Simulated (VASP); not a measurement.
Computed with optB88-vdW, VASP's PBE PAW potentials (set 64) (plane waves; VASP).

Input for VASP

KPOINTS:
```
Automatic mesh
0
Gamma
12 12 7
0 0 0
```

File POSCAR:
```
Hf
1
    1.5950000000    -2.7626210000     0.0000000000
    1.5950000000     2.7626210000     0.0000000000
    0.0000000000     0.0000000000     5.0500000000
Hf
2
Direct
  0.3333330000   0.6666670000   0.2500000000
  0.6666670000   0.3333330000   0.7500000000
```

### INCAR
```
! general
SYSTEM  =Hf
PREC    =Accurate
ENCUT   =520
LREAL   =.FALSE.
LASPH   =.TRUE.

! electronic loop
EDIFF   =1E-6
NELM    =100
ALGO    =Normal
LMAXMIX =6

! smearing
ISMEAR  =1
SIGMA   =0.1

! functional
GGA     =BO
LUSE_VDW=.TRUE.
AGGAC   =0.0
PARAM1  =0.1833333333
PARAM2  =0.22

! ions
IBRION  =2
NSW     =60
ISIF    =3
EDIFFG  =-0.01

! output
LWAVE   =.FALSE.
LCHARG  =.FALSE.
```

POTCAR, in this order: Hf_pv (PBE.64 set). Program: vasp_std.

What VASP printed:

OSZICAR:
```
       N       E                     dE             d eps       ncg     rms          rms(c)
DAV:   1     0.537690939406E+02    0.53769E+02   -0.11788E+04  2144   0.136E+03
DAV:   2    -0.130214219836E+02   -0.66791E+02   -0.65602E+02  2668   0.273E+02
DAV:   3    -0.152029384649E+02   -0.21815E+01   -0.20858E+01  2890   0.315E+01
DAV:   4    -0.152240523069E+02   -0.21114E-01   -0.21108E-01  2440   0.388E+00
DAV:   5    -0.152244325149E+02   -0.38021E-03   -0.38019E-03  2998   0.404E-01    0.647E+01
DAV:   6    -0.147757050387E+02    0.44873E+00   -0.43098E-01  2272   0.513E+00    0.382E+01
DAV:   7    -0.146212866398E+02    0.15442E+00   -0.70864E-01  2290   0.637E+00    0.196E+00
DAV:   8    -0.146137416102E+02    0.75450E-02   -0.47528E-02  2362   0.168E+00    0.189E-01
DAV:   9    -0.146138284333E+02   -0.86823E-04   -0.93420E-04  3004   0.250E-01    0.186E-01
DAV:  10    -0.146138225169E+02    0.59164E-05   -0.86712E-05  2374   0.772E-02    0.320E-01
DAV:  11    -0.146138220529E+02    0.46398E-06   -0.10731E-05  2794   0.247E-02    0.105E-02
DAV:  12    -0.146138222057E+02   -0.15279E-06   -0.39497E-07  1640   0.520E-03
   1 F= -.14613822E+02 E0= -.14613670E+02  d E =-.146138E+02
       N       E                     dE             d eps       ncg     rms          rms(c)
DAV:   1    -0.146282101450E+02   -0.14388E-01   -0.37311E-01  2128   0.533E+00    0.145E+00
DAV:   2    -0.146172797959E+02    0.10930E-01   -0.22036E-02  2212   0.125E+00    0.386E-01
DAV:   3    -0.146139661429E+02    0.33137E-02   -0.64726E-03  2272   0.620E-01    0.199E-01
DAV:   4    -0.146135772609E+02    0.38888E-03   -0.92022E-04  2624   0.240E-01    0.156E-01
DAV:   5    -0.146135560590E+02    0.21202E-04   -0.83427E-05  2686   0.533E-02    0.286E-02
DAV:   6    -0.146135572285E+02   -0.11694E-05   -0.23922E-06  2470   0.106E-02    0.124E-02
DAV:   7    -0.146135569282E+02    0.30028E-06   -0.91043E-08  1406   0.248E-03
   2 F= -.14613557E+02 E0= -.14613367E+02  d E =0.265278E-03
       N       E                     dE             d eps       ncg     rms          rms(c)
DAV:   1    -0.146187731520E+02   -0.52159E-02   -0.11190E-01  2128   0.292E+00    0.804E-01
DAV:   2    -0.146154972355E+02    0.32759E-02   -0.67074E-03  2194   0.686E-01    0.212E-01
DAV:   3    -0.146145097240E+02    0.98751E-03   -0.18914E-03  2254   0.333E-01    0.105E-01
DAV:   4    -0.146143832517E+02    0.12647E-03   -0.29327E-04  2588   0.135E-01    0.819E-02
DAV:   5    -0.146143718444E+02    0.11407E-04   -0.24901E-05  2674   0.291E-02    0.152E-02
DAV:   6    -0.146143716667E+02    0.17773E-06   -0.61695E-07  1460   0.588E-03
   3 F= -.14614372E+02 E0= -.14614198E+02  d E =-.549461E-03
       N       E                     dE             d eps       ncg     rms          rms(c)
DAV:   1    -0.146144317067E+02   -0.59862E-04   -0.30704E-03  2170   0.461E-01    0.514E-02
DAV:   2    -0.146143979670E+02    0.33740E-04   -0.48836E-05  2812   0.554E-02    0.222E-02
DAV:   3    -0.146143877024E+02    0.10265E-04   -0.11570E-05  2840   0.234E-02    0.188E-02
DAV:   4    -0.146143859322E+02    0.17702E-05   -0.38404E-06  2460   0.138E-02    0.875E-03
DAV:   5    -0.146143859113E+02    0.20905E-07   -0.29878E-07  1226   0.435E-03
   4 F= -.14614386E+02 E0= -.14614214E+02  d E =-.142446E-04
```

**OUTCAR**
```
------------------------ aborting loop because EDIFF is reached ----------------------------------------
  FORCE on cell =-STRESS in cart. coord.  units (eV):
  Direction    XX          YY          ZZ          XY          YZ          ZX
  --------------------------------------------------------------------------------------
  Total        0.0052517      0.0052517     -0.0049007      0.0000000     -0.0000000     -0.0000000
  in kB        0.1901671      0.1901671     -0.1774569      0.0000000     -0.0000000     -0.0000000
  external PRESSURE =       0.0676257 kB  Pullay stress =       0.0000000 kB
  volume of cell :       44.25
      direct lattice vectors                 reciprocal lattice vectors
     1.592755237 -2.758732956  0.000000000     0.313921429 -0.181242624  0.000000000
     1.592755237  2.758732956 -0.000000000     0.313921429  0.181242624  0.000000000
    -0.000000000  0.000000000  5.034839883     0.000000000  0.000000000  0.198616048
 POSITION                                       TOTAL-FORCE (eV/Angst)
 -----------------------------------------------------------------------------------
      1.59276      0.91958      1.25871        -0.000000      0.000000      0.000000
      1.59276     -0.91958      3.77613         0.000000     -0.000000      0.000000
 -----------------------------------------------------------------------------------
    total drift:                               -0.000005      0.000182     -0.000016
  FREE ENERGIE OF THE ION-ELECTRON SYSTEM (eV)
  ---------------------------------------------------
  free  energy   TOTEN  =       -14.6143859113 eV

  energy  without entropy=      -14.6138691633  energy(sigma->0) =      -14.61421366

 reached required accuracy - stopping structural energy minimisation
```
(Selected blocks of OUTCAR.)

CONTCAR:
```
Hf
   1.00000000000000
     1.5927552366518054   -2.7587329559908409    0.0000000000000000
     1.5927552366518054    2.7587329559908409   -0.0000000000000000
    -0.0000000000000000    0.0000000000000000    5.0348398834829311
  Hf
     2
Direct
     0.3333330000000032    0.6666669999999968    0.2500000000000000
     0.6666669999999968    0.3333330000000032    0.7500000000000000
```

The compound is Hf in the hcp structure. This run relaxes it. Symmetry was kept, so distortions that lower it aren't found.
